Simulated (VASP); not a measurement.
Here is a VASP 6.6.1 calculation.

The input INCAR:

```
SYSTEM = FeC23
PREC = Accurate ; ENCUT = 450
EDIFF = 1E-5 ; ISMEAR = 0
SIGMA = 0.03 ; LREAL = Auto
LASPH = .True. ; NELM = 120
ALGO = Normal ; ISIF = 2
LWAVE = .False. ; LCHARG = .False.
ISPIN = 2 ; MAGMOM = 4 0 0 0 0 0 0 0 0 0 0 0 0 0 0 0 0 0 0 0 0 0 0 0
LORBIT = 11 ; NUPDOWN = 4
LMAXMIX = 4 ; LDAU = .True.
LDAUTYPE = 2 ; LDAUL = 2 -1
LDAUU = 4 0 ; LDAUJ = 0 0
LDAUPRINT = 1 ; GGA = PS
ISYM = 0 ; KPAR = 4
```

KPOINTS

```
Automatic mesh
0
Gamma
  3 4 4
  0 0 0
```

Contents of POSCAR:

```
FeC23                                   
1.0
    0.0000000000      5.3503200000      5.3503200000
    3.5668800000      0.0000000000      3.5668800000
    3.5668800000      3.5668800000      0.0000000000
  Fe              C             
     1    23
Direct
     0.9941058467399687    0.0015947658391175    0.0015448538433791
     0.0004883876997670    0.0014471682375785    0.4975683943260661
     0.0005476052945744    0.4997632162095548    0.9991406163799518
     0.9999976832203495    0.5012175752377711    0.4995071355687417
     0.3324180758588697    0.0031494456080440    0.0010954708539399
     0.3387264240270494    0.0003939947072307    0.4904617664097872
     0.3389530145418347    0.4920346277996709    0.9985002774880773
     0.3319636770786374    0.5019783217182475    0.4998937598305562
     0.6679376726589238    0.0000868516379036    0.9978376726843389
     0.6591580069041912    0.0046654305227447    0.5064825312208954
     0.6591594258937805    0.5088218547967065    0.0023608575180629
     0.6670083656059919    0.5012646618836702    0.4990404454880168
     0.0937973054538472    0.1378256815084123    0.1354485614493706
     0.0968485534248469    0.1369901626925187    0.5805702722297019
     0.0973762120466274    0.5810202228855597    0.1354031434087954
     0.0840258749201532    0.6259469326372622    0.6237371020737916
     0.4259282867332579    0.1188673598511941    0.1170958771385432
     0.4120777119750750    0.1271204739727574    0.6300466760684755
     0.4120871829167793    0.6320874194749573    0.1251052776357894
     0.4176361822661977    0.6248178531677745    0.6228641058263200
     0.7110726643228823    0.1479545414421940    0.1452868711012672
     0.7504663538487540    0.1275323372202658    0.6237656344151588
     0.7505575313040213    0.6261154113823674    0.1251889915224966
     0.7475969552636004    0.6276146895664940    0.6253587055184778
```

Potentials or basis: VASP PAW PBE potentials, release 64 (Fe, C).

Launch:

```sh
$ cat potpaw_PBE.64/Fe/POTCAR potpaw_PBE.64/C/POTCAR > POTCAR
$ mpirun -np 4 vasp_std > vasp.out
```

(1) Predict the largest force.

Results:

(1) 1.459 eV/Å.

Caveat: the k mesh is coarse (spacing up to 0.38 Å⁻¹), so the values aren't converged; the PAW data sets were made with another functional, which shifts forces and pressure a little; the total moment is fixed, so each spin has its own Fermi level; the U is typed as a test and isn't derived for this compound.
